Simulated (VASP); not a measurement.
Level of theory: TPSS meta-GGA, VASP's PBE PAW potentials (set 64) (plane waves; VASP).

The input files of a VASP run:

**INCAR**
```
# general
SYSTEM   =  Te
PREC     =  Accurate
ENCUT    =  520
LREAL    =  .FALSE.
LASPH    =  .TRUE.

# electronic loop
EDIFF    =  1E-6
NELM     =  100
ALGO     =  Normal
LMAXMIX  =  4
LMIXTAU  =  .TRUE.

# smearing
ISMEAR   =  0
SIGMA    =  0.05

# functional
METAGGA  =  TPSS

# ions
IBRION   =  2
NSW      =  60
ISIF     =  3
EDIFFG   =  -0.02

# output
LWAVE    =  .FALSE.
LCHARG   =  .FALSE.
```

File KPOINTS:
```
Automatic
0
gamma
  5 5 4
```

### POSCAR
```
Te
1
    2.2371656272    -3.8748842281     0.0000000000
    2.2371656272     3.8748842281    -0.0000000000
    0.0000000000     0.0000000000     6.0275980752
Te
3
Direct
  1.0000000000   0.2645197304   0.6666670000
  0.7354802696   0.7354802696   0.0000000000
  0.2645197304   1.0000000000   0.3333330000
```

POTCAR, in this order: Te (PBE.64 set). Program: vasp_std.

Output of the run:

### OUTCAR
```
 ion  position               nearest neighbor table
   1  0.000  0.265  0.667-   2 2.87   3 2.87   2 3.52   2 3.52   3 3.52   3 3.52
   2  0.735  0.735  0.000-   3 2.87   1 2.87   1 3.52   3 3.52   3 3.52   1 3.52
   3  0.265  0.000  0.333-   2 2.87   1 2.87   2 3.52   2 3.52   1 3.52   1 3.52
  LATTYP: Found a hexagonal cell.
 ALAT       =     4.4743309919
 C/A-ratio  =     1.3471506883
 Subroutine PRICEL returns:
 Original cell was already a primitive cell.
 Subroutine GETGRP returns: Found  6 space group operations
The static configuration has the point symmetry C_2 .
 The point group associated with its full space group is D_3 .
The dynamic configuration has the point symmetry C_2 .
 Subroutine INISYM returns: Found  6 space group operations
 Subroutine IBZKPT returns following result:
 Found     17 irreducible k-points:

 Following reciprocal coordinates:
            Coordinates               Weight
  0.000000  0.000000  0.000000      1.000000
  0.200000  0.000000  0.000000      6.000000
  0.400000  0.000000  0.000000      6.000000
  0.200000  0.200000  0.000000      6.000000
  0.400000  0.200000  0.000000      6.000000
  0.000000  0.000000  0.250000      2.000000
  0.200000  0.000000  0.250000      6.000000
  0.000000  0.200000  0.250000      6.000000
  0.400000  0.000000  0.250000      6.000000
  0.000000  0.400000  0.250000      6.000000
  0.200000  0.200000  0.250000     12.000000
  0.400000  0.200000  0.250000     12.000000
  0.000000  0.000000  0.500000      1.000000
  0.200000  0.000000  0.500000      6.000000
  0.400000  0.000000  0.500000      6.000000
  0.200000  0.200000  0.500000      6.000000
  0.400000  0.200000  0.500000      6.000000
   k-points           NKPTS =     17   k-points in BZ     NKDIM =     17   number of bands    NBANDS=     13
   number of dos      NEDOS =    301   number of ions     NIONS =      3
   total plane-waves  NPLWV =  62208
   dimension x,y,z NGX =    36 NGY =   36 NGZ =   48
   dimension x,y,z NGXF=    72 NGYF=   72 NGZF=   96
   ions per type =               3
   PREC   = accura    normal or accurate (medium, high low for compatibility)
   ISTART =      0    job   : 0-new  1-cont  2-samecut
   ICHARG =      2    charge: 1-file 2-atom 10-const
   ISPIN  =      1    spin polarized calculation?
   LNONCOLLINEAR =      F non collinear calculations
   LSORBIT =      F    spin-orbit coupling
   INIWAV =      1    electr: 0-lowe 1-rand  2-diag
   ENCUT  =  520.0 eV  38.22 Ry    6.18 a.u.   8.32  8.32 11.21*2*pi/ulx,y,z
   NELM   =    100;   NELMIN=  2; NELMDL= -5     # of ELM steps
   EDIFF  = 0.1E-05   stopping-criterion for ELM
   LREAL  =      F    real-space projection
   NLSPLINE    = F    spline interpolate recip. space projectors
   LMAXMIX     =    4 max onsite mixed and CHGCAR
   VOSKOWN=      0    Vosko Wilk Nusair interpolation
   EDIFFG = -.2E-01   stopping-criterion for IOM
   NSW    =     60    number of steps for IOM
   NBLOCK =      1;   KBLOCK =     60    inner block; outer block
   IBRION =      2    ionic relax: 0-MD 1-quasi-New 2-CG
   NFREE  =      1    steps in history (QN), initial steepest desc. (CG)
   ISIF   =      3    stress and relaxation
   ISYM   =      2    0-nonsym 1-usesym 2-fastsym
   TEIN   =    0.0    initial temperature
   TEBEG  =    0.0;   TEEND  =   0.0 temperature during run
   SMASS  =  -3.00    Nose mass-parameter (am)
   PSTRESS=    0.0 pullay stress
   NELECT =      18.0000    total number of electrons
   EFERMI =   0.00;   METHOD = LEGACY
   ISMEAR =     0;   SIGMA  =   0.05  broadening in eV -4-tet -1-fermi 0-gaus
   IALGO  =     38    algorithm
   LDIAG  =      T    sub-space diagonalisation (order eigenvalues)
   IMIX   =      4    mixing-type and parameters
     AMIX     =   0.40;   BMIX     =  1.00
     AMIX_MAG =   1.60;   BMIX_MAG =  1.00
...
```

### OSZICAR
```
       N       E                     dE             d eps       ncg     rms          rms(c)
DAV:   1     0.559852187414E+02    0.55985E+02   -0.67897E+03   442   0.114E+03
DAV:   2    -0.286107282522E+02   -0.84596E+02   -0.80604E+02   587   0.162E+02
DAV:   3    -0.345681800274E+02   -0.59575E+01   -0.58941E+01   562   0.506E+01
DAV:   4    -0.346767278063E+02   -0.10855E+00   -0.10836E+00   510   0.782E+00
DAV:   5    -0.346791627553E+02   -0.24349E-02   -0.24349E-02   571   0.127E+00    0.112E+01
DAV:   6    -0.330935379376E+02    0.15856E+01   -0.41681E+00   442   0.233E+01    0.635E+00
DAV:   7    -0.330949129063E+02   -0.13750E-02   -0.69081E-01   447   0.931E+00    0.759E-01
DAV:   8    -0.330082463408E+02    0.86667E-01   -0.32626E-01   442   0.669E+00    0.207E+00
DAV:   9    -0.329724862949E+02    0.35760E-01   -0.14271E-02   487   0.166E+00    0.199E+00
DAV:  10    -0.329387621431E+02    0.33724E-01   -0.14565E-02   442   0.179E+00    0.132E+00
DAV:  11    -0.332566611906E+02   -0.31790E+00   -0.18981E-01   442   0.560E+00    0.169E+00
DAV:  12    -0.332585189275E+02   -0.18577E-02   -0.35004E-03   477   0.510E-01    0.136E+00
DAV:  13    -0.332587312519E+02   -0.21232E-03   -0.11933E-04   497   0.110E-01    0.128E+00
DAV:  14    -0.332589370438E+02   -0.20579E-03   -0.29387E-04   442   0.133E-01    0.118E+00
DAV:  15    -0.332589556368E+02   -0.18593E-04   -0.18654E-05   502   0.322E-02    0.110E+00
DAV:  16    -0.332589628998E+02   -0.72630E-05   -0.30809E-05   442   0.501E-02    0.136E+00
DAV:  17    -0.332589629599E+02   -0.60041E-07   -0.14470E-03   442   0.337E-01    0.362E-01
DAV:  18    -0.332591641754E+02   -0.20122E-03   -0.27949E-04   452   0.180E-01    0.237E-02
DAV:  19    -0.332591842771E+02   -0.20102E-04   -0.16169E-05   457   0.426E-02    0.620E-02
DAV:  20    -0.332591772825E+02    0.69946E-05   -0.68714E-06   442   0.321E-02    0.168E-02
DAV:  21    -0.332591885225E+02   -0.11240E-04   -0.79974E-06   442   0.393E-02    0.224E-02
DAV:  22    -0.332591891808E+02   -0.65829E-06   -0.16672E-06   326   0.159E-02
   1 F= -.33259189E+02 E0= -.33259189E+02  d E =-.332592E+02
```

File OUTCAR:
```
------------------------ aborting loop because EDIFF is reached ----------------------------------------
  FORCE on cell =-STRESS in cart. coord.  units (eV):
  Direction    XX          YY          ZZ          XY          YZ          ZX
  --------------------------------------------------------------------------------------
  Total        0.0281001      0.0281001     -0.0180923      0.0000000      0.0000000     -0.0000000
  in kB        0.4308119      0.4308118     -0.2773783      0.0000000      0.0000000     -0.0000000
  external PRESSURE =       0.1947485 kB  Pullay stress =       0.0000000 kB
  volume of cell :      104.50
      direct lattice vectors                 reciprocal lattice vectors
     2.237165627 -3.874884228  0.000000000     0.223497087 -0.129036113  0.000000000
     2.237165627  3.874884228  0.000000000     0.223497087  0.129036113  0.000000000
     0.000000000  0.000000000  6.027598075     0.000000000  0.000000000  0.165903563
 POSITION                                       TOTAL-FORCE (eV/Angst)
 -----------------------------------------------------------------------------------
      0.59177      1.02498      4.01840         0.008822      0.015279     -0.000000
      3.29078      0.00000      0.00000        -0.017643     -0.000000     -0.000000
      0.59177     -1.02498      2.00920         0.008822     -0.015279      0.000000
 -----------------------------------------------------------------------------------
    total drift:                               -0.000172     -0.000385      0.000014
  FREE ENERGIE OF THE ION-ELECTRON SYSTEM (eV)
  ---------------------------------------------------
  free  energy   TOTEN  =       -33.2591891808 eV

  energy  without entropy=      -33.2591891808  energy(sigma->0) =      -33.25918918

 reached required accuracy - stopping structural energy minimisation
```
(Selected blocks of OUTCAR.)

The compound is Te in the trig structure. It was relaxed first. The start is the result of an earlier pass.
